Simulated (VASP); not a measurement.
These are PBEsol GGA, VASP's PBE PAW potentials (set 64) (plane waves; VASP) values and carry that method's errors.

VASP ran on this input.

File KPOINTS:
```
Automatic mesh
0
G
 4 4 7
```

INCAR:
```
! general
SYSTEM =Cd3HgTe4
PREC   =Accurate
ENCUT  =400
LREAL  =.FALSE.
LASPH  =.TRUE.

! electronic loop
EDIFF  =1E-7
NELM   =100
ALGO   =Normal
LMAXMIX=6

! smearing
ISMEAR =-5

! functional
GGA    =PS

! ions
ISIF   =2

! output
LWAVE  =.FALSE.
LCHARG =.TRUE.
LORBIT =11
NEDOS  =601
```

File POSCAR:
```
Cd3HgTe4
9.1795480
  0.0002703166   0.7074564742   0.7067568781
  0.7074564742   0.0002703166   0.7067568781
  0.3538633954   0.3538633954   0.0000000000
Hg Te Cd
1 4 3
Cartesian
  0.7077267907   0.7077267907   1.4134554044
  0.1769316977   0.1769316977   0.1773069577
  0.5303200867   0.1774067041   0.5297368576
  0.1774067041   0.5303200867   0.5297368576
  0.5307950930   0.5307950930   0.8834707475
  0.3541690543   0.7074211318   1.0601069358
  0.7074211318   0.3541690543   1.0601069358
  0.7077267907   0.7077267907   0.7068912062
```

POTCAR, in this order: Hg Te Cd (PBE.64 set). Program: vasp_std.

The run wrote:

**OUTCAR**
```
 ion  position               nearest neighbor table
   1  1.000  1.000  0.000-   2 2.82   2 2.82   4 2.82   3 2.82
   2  0.125  0.125  0.249-   6 2.81   7 2.81   1 2.82   1 2.82
   3  0.125  0.624  0.250-   8 2.81   6 2.81   6 2.81   1 2.82
   4  0.624  0.125  0.250-   8 2.81   7 2.81   7 2.81   1 2.82
   5  0.625  0.625  0.250-   6 2.81   7 2.81   8 2.81   8 2.81
   6  1.000  0.500  0.000-   5 2.81   2 2.81   3 2.81   3 2.81
   7  0.500  1.000  0.000-   5 2.81   2 2.81   4 2.81   4 2.81
   8  0.500  0.500  1.000-   3 2.81   4 2.81   5 2.81   5 2.81
  LATTYP: Found a base centered orthorhombic cell.
 ALAT       =     9.1805784521
 B/A-ratio  =     1.4133550996
 C/A-ratio  =     0.5003822424
 Subroutine PRICEL returns:
 Original cell was already a primitive cell.
 Subroutine GETGRP returns: Found  4 space group operations
The static configuration has the point symmetry C_2v.
The dynamic configuration has the point symmetry C_2v.
 Subroutine INISYM returns: Found  4 space group operations
 Subroutine IBZKPT returns following result:
 Found     37 irreducible k-points:

 Following reciprocal coordinates:
            Coordinates               Weight
  0.000000  0.000000  0.000000      1.000000
  0.250000 -0.000000  0.000000      4.000000
  0.500000 -0.000000  0.000000      2.000000
  0.250000  0.250000  0.000000      2.000000
  0.500000  0.250000  0.000000      4.000000
 -0.250000  0.250000  0.000000      2.000000
  0.500000  0.500000  0.000000      1.000000
  0.000000  0.000000  0.142857      2.000000
  0.250000  0.000000  0.142857      4.000000
  0.500000  0.000000  0.142857      4.000000
 -0.250000  0.000000  0.142857      4.000000
  0.250000  0.250000  0.142857      2.000000
  0.500000  0.250000  0.142857      4.000000
 -0.250000  0.250000  0.142857      4.000000
  0.500000  0.500000  0.142857      2.000000
 -0.250000  0.500000  0.142857      4.000000
 -0.250000 -0.250000  0.142857      2.000000
  0.000000  0.000000  0.285714      2.000000
  0.250000  0.000000  0.285714      4.000000
  0.500000  0.000000  0.285714      4.000000
 -0.250000  0.000000  0.285714      4.000000
  0.250000  0.250000  0.285714      2.000000
  0.500000  0.250000  0.285714      4.000000
 -0.250000  0.250000  0.285714      4.000000
  0.500000  0.500000  0.285714      2.000000
 -0.250000  0.500000  0.285714      4.000000
 -0.250000 -0.250000  0.285714      2.000000
  0.000000  0.000000  0.428571      2.000000
  0.250000  0.000000  0.428571      4.000000
  0.500000  0.000000  0.428571      4.000000
 -0.250000  0.000000  0.428571      4.000000
  0.250000  0.250000  0.428571      2.000000
  0.500000  0.250000  0.428571      4.000000
 -0.250000  0.250000  0.428571      4.000000
  0.500000  0.500000  0.428571      2.000000
 -0.250000  0.500000  0.428571      4.000000
 -0.250000 -0.250000  0.428571      2.000000
   k-points           NKPTS =     37   k-points in BZ     NKDIM =     37   number of bands    NBANDS=     43
   number of dos      NEDOS =    601   number of ions     NIONS =      8
   total plane-waves  NPLWV = 108000
   dimension x,y,z NGX =    60 NGY =   60 NGZ =   30
   dimension x,y,z NGXF=   120 NGYF=  120 NGZF=   60
   ions per type =               1   4   3
   PREC   = accura    normal or accurate (medium, high low for compatibility)
   ISTART =      0    job   : 0-new  1-cont  2-samecut
   ICHARG =      2    charge: 1-file 2-atom 10-const
   ISPIN  =      1    spin polarized calculation?
   LNONCOLLINEAR =      F non collinear calculations
   LSORBIT =      F    spin-orbit coupling
   INIWAV =      1    electr: 0-lowe 1-rand  2-diag
   ENCUT  =  400.0 eV  29.40 Ry    5.42 a.u.  14.97 14.97  7.49*2*pi/ulx,y,z
...
```

File OSZICAR:
```
       N       E                     dE             d eps       ncg     rms          rms(c)
DAV:   1     0.417810343882E+03    0.41781E+03   -0.27953E+04  3182   0.118E+03
DAV:   2     0.212841917003E+01   -0.41568E+03   -0.40840E+03  3574   0.309E+02
DAV:   3    -0.214739843099E+02   -0.23602E+02   -0.23502E+02  3715   0.750E+01
DAV:   4    -0.218146305683E+02   -0.34065E+00   -0.34042E+00  3865   0.793E+00
DAV:   5    -0.218188687557E+02   -0.42382E-02   -0.42379E-02  3655   0.969E-01    0.122E+01
DAV:   6    -0.208710542892E+02    0.94781E+00   -0.24839E+00  3573   0.128E+01    0.976E+00
DAV:   7    -0.208263640231E+02    0.44690E-01   -0.89863E-01  3381   0.380E+00    0.379E+00
DAV:   8    -0.208177442924E+02    0.86197E-02   -0.87845E-02  3393   0.237E+00    0.125E+00
DAV:   9    -0.208177933431E+02   -0.49051E-04   -0.83478E-03  3474   0.728E-01    0.435E-01
DAV:  10    -0.208175014052E+02    0.29194E-03   -0.16961E-03  3492   0.272E-01    0.117E-01
DAV:  11    -0.208175317623E+02   -0.30357E-04   -0.60484E-04  3441   0.145E-01    0.385E-02
DAV:  12    -0.208175356458E+02   -0.38836E-05   -0.49611E-05  3496   0.445E-02    0.322E-02
DAV:  13    -0.208175385870E+02   -0.29411E-05   -0.90805E-06  3474   0.106E-02    0.111E-02
DAV:  14    -0.208175424385E+02   -0.38515E-05   -0.59062E-06  3388   0.965E-03    0.508E-03
DAV:  15    -0.208175426997E+02   -0.26123E-06   -0.68266E-08  2545   0.154E-03    0.322E-03
DAV:  16    -0.208175428228E+02   -0.12303E-06   -0.19285E-07  2494   0.237E-03    0.163E-03
DAV:  17    -0.208175428408E+02   -0.18024E-07   -0.61782E-08  1936   0.190E-03
   1 F= -.20817543E+02 E0= -.20817543E+02  d E =0.000000E+00
```

OUTCAR:
```
------------------------ aborting loop because EDIFF is reached ----------------------------------------
  FORCE on cell =-STRESS in cart. coord.  units (eV):
  Direction    XX          YY          ZZ          XY          YZ          ZX
  --------------------------------------------------------------------------------------
  Total       -0.0544119     -0.0544119     -0.0504188     -0.0418688     -0.0000000     -0.0000000
  in kB       -0.3186188     -0.3186188     -0.2952361     -0.2451700     -0.0000000     -0.0000000
  external PRESSURE =      -0.3108246 kB  Pullay stress =       0.0000000 kB
  volume of cell :      273.61
      direct lattice vectors                 reciprocal lattice vectors
     0.002481384  6.494130662  6.487708686    -0.077022029  0.077022029  0.077068812
     6.494130662  0.002481384  6.487708686     0.077022029 -0.077022029  0.077068812
     3.248306023  3.248306023  0.000000000     0.153926384  0.153926384 -0.154137624
 POSITION                                       TOTAL-FORCE (eV/Angst)
 -----------------------------------------------------------------------------------
      6.49661      6.49661     12.97488         0.000000      0.000000      0.003572
      1.62415      1.62415      1.62760         0.000000      0.000000      0.009671
      4.86810      1.62851      4.86274        -0.009150      0.009150     -0.015353
      1.62851      4.86810      4.86274         0.009150     -0.009150     -0.015353
      4.87246      4.87246      8.10986        -0.000000     -0.000000     -0.007123
      3.25111      6.49381      9.73130         0.006310     -0.006310      0.006301
      6.49381      3.25111      9.73130        -0.006310      0.006310      0.006301
      6.49661      6.49661      6.48894         0.000000      0.000000      0.011985
 -----------------------------------------------------------------------------------
    total drift:                               -0.000003     -0.000003     -0.000004
  FREE ENERGIE OF THE ION-ELECTRON SYSTEM (eV)
  ---------------------------------------------------
  free  energy   TOTEN  =       -20.8175428408 eV

  energy  without entropy=      -20.8175428408  energy(sigma->0) =      -20.81754284

 total charge

# of ion       s       p       d       tot
------------------------------------------
    1        0.738   0.408   9.355  10.502
    2        1.361   2.003   0.027   3.391
    3        1.357   2.024   0.024   3.404
    4        1.357   2.024   0.024   3.404
    5        1.352   2.044   0.021   3.418
    6        0.476   0.318   9.523  10.317
    7        0.476   0.318   9.523  10.317
    8        0.474   0.317   9.523  10.315
--------------------------------------------------
tot          7.591   9.457  38.020  55.067
```
(Selected blocks of OUTCAR.)

The structure was generated: Cd3HgTe4 was put into an ordered model structure (Amm2), which need not be its known phase. It was relaxed first.
